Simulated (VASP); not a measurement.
Method: PBEsol GGA, VASP's PBE PAW potentials (set 64) (plane waves; VASP).

Input for VASP

### INCAR
```
# general
SYSTEM =ZnS
PREC   =Accurate
ENCUT  =500
LREAL  =F
LASPH  =T

# electronic loop
EDIFF  =1E-6
NELM   =100
ALGO   =Normal
LMAXMIX=4

# smearing
ISMEAR =0
SIGMA  =0.05

# functional
GGA    =PS

# ions
IBRION =2
NSW    =40
ISIF   =3
EDIFFG =-0.02
PSTRESS=450

# output
LWAVE  =F
LCHARG =F
```

POSCAR:
```
ZnS
1
    3.3825229075    -0.0000000014    -0.0000000000
   -1.6912614552     2.9293442311     0.0000000000
   -0.0000000000     0.0000000000     5.7672586054
Zn S
2 2
Direct
  0.3333330000   0.6666670000   0.0062198171
  0.6666670000   0.3333330000   0.5062198171
  0.3333330000   0.6666670000   0.3687801829
  0.6666670000   0.3333330000   0.8687801829
```

**KPOINTS**
```
Automatic mesh
0
Gamma
8 8 4
0 0 0
```

POTCAR, in this order: Zn S (PBE.64 set). Program: vasp_std.

What VASP printed:

**OSZICAR**
```
       N       E                     dE             d eps       ncg     rms          rms(c)
DAV:   1     0.243306416043E+03    0.24331E+03   -0.17506E+04  1320   0.212E+03
DAV:   2     0.755664126165E+01   -0.23575E+03   -0.22966E+03  1368   0.396E+02
DAV:   3    -0.136700410292E+02   -0.21227E+02   -0.21129E+02  1566   0.125E+02
DAV:   4    -0.141377115698E+02   -0.46767E+00   -0.46719E+00  1578   0.187E+01
DAV:   5    -0.141464554228E+02   -0.87439E-02   -0.87427E-02  1586   0.256E+00    0.188E+01
DAV:   6    -0.130404156698E+02    0.11060E+01   -0.32383E+00  1624   0.621E+01    0.134E+01
DAV:   7    -0.130599320735E+02   -0.19516E-01   -0.32106E+00  1338   0.134E+01    0.467E+00
DAV:   8    -0.130263915727E+02    0.33541E-01   -0.80009E-02  1584   0.201E+00    0.146E+00
DAV:   9    -0.130122003304E+02    0.14191E-01   -0.52994E-02  1458   0.183E+00    0.326E-01
DAV:  10    -0.130122401957E+02   -0.39865E-04   -0.15949E-03  1634   0.395E-01    0.331E-01
DAV:  11    -0.130124616075E+02   -0.22141E-03   -0.20559E-04  1956   0.362E-01    0.154E-01
DAV:  12    -0.130122330597E+02    0.22855E-03   -0.71900E-04  1996   0.614E-01    0.184E-01
DAV:  13    -0.130122520907E+02   -0.19031E-04   -0.22025E-04  1590   0.969E-02    0.972E-02
DAV:  14    -0.130122533247E+02   -0.12340E-05   -0.45330E-06  1508   0.177E-02    0.107E-01
DAV:  15    -0.130122516602E+02    0.16645E-05   -0.23842E-06   960   0.294E-02    0.206E-02
DAV:  16    -0.130122516531E+02    0.70213E-08   -0.45378E-06  1236   0.176E-02
   1 F= 0.30380246E+01 E0= 0.30380246E+01  d E =0.303802E+01
```

File OUTCAR:
```
------------------------ aborting loop because EDIFF is reached ----------------------------------------
  FORCE on cell =-STRESS in cart. coord.  units (eV):
  Direction    XX          YY          ZZ          XY          YZ          ZX
  --------------------------------------------------------------------------------------
  Total       16.0713803     16.0713085     16.0779642     -0.0000000      0.0000000      0.0000000
  in kB      450.5916902    450.5896793    450.7762822     -0.0000004      0.0000000      0.0000000
  external PRESSURE =       0.6525506 kB  Pullay stress =     450.0000000 kB
  volume of cell :       57.15
      direct lattice vectors                 reciprocal lattice vectors
     3.382522907 -0.000000001  0.000000000     0.295637318  0.170686666  0.000000000
    -1.691261455  2.929344231  0.000000000     0.000000000  0.341373332  0.000000000
     0.000000000  0.000000000  5.767258605     0.000000000  0.000000000  0.173392606
  FREE ENERGIE OF THE ION-ELECTRON SYSTEM (eV)
  ---------------------------------------------------
  free  energy   TOTEN  =       -13.0122516531 eV

  energy  without entropy=      -13.0122516531  energy(sigma->0) =      -13.01225165
  enthalpy is  TOTEN    =         3.0380246328 eV   P V=       16.0502762860

 reached required accuracy - stopping structural energy minimisation
```
(Selected blocks of OUTCAR.)

The structure was generated: ZnS was put into the wurtzite type (P6_3mc), which need not be its known phase. It was relaxed first under an external pressure of 45 GPa.
